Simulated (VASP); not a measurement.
Given:

```xyz
2
Lattice="0.0000 2.0791 2.0791 2.0791 0.0000 2.0791 2.0791 2.0791 0.0000" Properties=species:S:1:pos:R:3 pbc="T T T"
Co     0.0000     0.0000     0.0000
O      2.0791     2.0791     2.0791
```
Starting moments (μB, in the order of the record's atoms Co O): 2.4 0.3.

Level of theory: PBEsol GGA, VASP's PBE PAW potentials (set 64) (plane waves; VASP). Settings: 520 eV cut-off, Gaussian smearing of 0.050 eV, potentials Co O.

The moments were started parallel, and other spin orders were not tried in this run.

Question: Give the spin-up energies of bands 2 to 10 at the high-symmetry points, in eV from the Fermi level.

Answer: 
```json
[
 {"band": "2", "Γ": "-3.58", "X": "-7.57", "U": "-7.23", "L": "-8.96", "W": "-6.84"},
 {"band": "3", "Γ": "-3.58", "X": "-4.89", "U": "-6.99", "L": "-6.54", "W": "-6.84"},
 {"band": "4", "Γ": "-3.58", "X": "-4.89", "U": "-5.92", "L": "-6.54", "W": "-6.62"},
 {"band": "5", "Γ": "-3.26", "X": "-4.21", "U": "-3.02", "L": "-2.31", "W": "-2.35"},
 {"band": "6", "Γ": "-3.26", "X": "-2.85", "U": "-2.14", "L": "-2.31", "W": "-2.32"},
 {"band": "7", "Γ": "-3.18", "X": "-2.19", "U": "-1.90", "L": "-1.75", "W": "-2.32"},
 {"band": "8", "Γ": "-3.18", "X": "-1.99", "U": "-1.87", "L": "0.29", "W": "-1.99"},
 {"band": "9", "Γ": "-3.18", "X": "-1.99", "U": "-1.20", "L": "0.29", "W": "-1.23"},
 {"band": "10", "Γ": "1.24", "X": "6.20", "U": "7.82", "L": "5.00", "W": "8.57"}
]
```

Question: Give the spin-down energies of bands 2 to 10 at the high-symmetry points, in eV from the Fermi level.

Answer: 
```json
[
 {"band": "2", "Γ": "-3.03", "X": "-7.16", "U": "-6.75", "L": "-8.42", "W": "-6.31"},
 {"band": "3", "Γ": "-3.03", "X": "-4.38", "U": "-6.34", "L": "-5.31", "W": "-6.31"},
 {"band": "4", "Γ": "-3.03", "X": "-4.38", "U": "-4.92", "L": "-5.31", "W": "-5.69"},
 {"band": "5", "Γ": "-1.28", "X": "-2.61", "U": "-1.22", "L": "-0.17", "W": "-0.48"},
 {"band": "6", "Γ": "-1.28", "X": "0.15", "U": "-0.03", "L": "-0.17", "W": "-0.48"},
 {"band": "7", "Γ": "-1.28", "X": "0.15", "U": "0.15", "L": "0.17", "W": "0.15"},
 {"band": "8", "Γ": "-0.28", "X": "0.26", "U": "1.00", "L": "2.69", "W": "0.73"},
 {"band": "9", "Γ": "-0.28", "X": "0.88", "U": "1.45", "L": "2.69", "W": "1.48"},
 {"band": "10", "Γ": "1.76", "X": "7.00", "U": "8.58", "L": "5.29", "W": "9.43"}
]
```

It has no gap at this level: it comes out as a metal or semimetal.

The structure was generated: CoO was put into the rock salt type (Fm-3m), which need not be its known phase. It was relaxed first.
